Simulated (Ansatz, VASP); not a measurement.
# Two plane-wave programs on V2I

```xyz
3
Lattice="4.2162 0.0000 0.0000 -2.1081 3.6513 0.0000 0.0000 0.0000 3.4141" Properties=species:S:1:pos:R:3 pbc="T T T"
V     0.0000    2.4342    1.7070
V     2.1081    1.2171    1.7070
I     0.0000    0.0000    0.0000
```

Alike in both runs: functional r2SCAN; k mesh 6 × 6 × 4; occupations gaussian, width 0.1 eV; no spin polarisation.

Ansatz relaxed the structure, and its values are those at the end. VASP's run is a single point on that final structure, the one shown.

|  | VASP | Ansatz |
| --- | --- | --- |
| version | VASP 6.6.1 | Ansatz 0.2.0 |
| potentials or method | VASP PAW PBE potentials, release 64 (V_sv, I) | scalar-relativistic, plane waves, PAW |
| plane-wave cutoff (eV) | 520 | 500 |
| valence electrons in the cell | 33 | 43 |

|  | VASP | Ansatz | Ansatz less VASP |
| --- | --- | --- | --- |
| gap on the k mesh at the Fermi level (eV) | none | none | - |
| pressure (GPa) | 0.3 | 0.0 | -0.34 |

A gap of «none» marks a metal or a gap that the smearing closes. The two sets of potentials don't hold the same shells in valence.

Caveats: the k mesh is coarse (spacing up to 0.46 Å⁻¹), so the values aren't converged; the PAW data sets were made with another functional, which shifts forces and pressure a little (VASP); an odd number of electrons without spin polarisation forces a metal; a magnetic or distorted state may lie lower; the run has no spin polarisation, though such a crystal can be magnetic; semilocal functionals often make such compounds metallic where correlation or magnetic order opens a gap, which also shifts bond lengths. Spin-orbit coupling is left out, which matters for the levels of I.
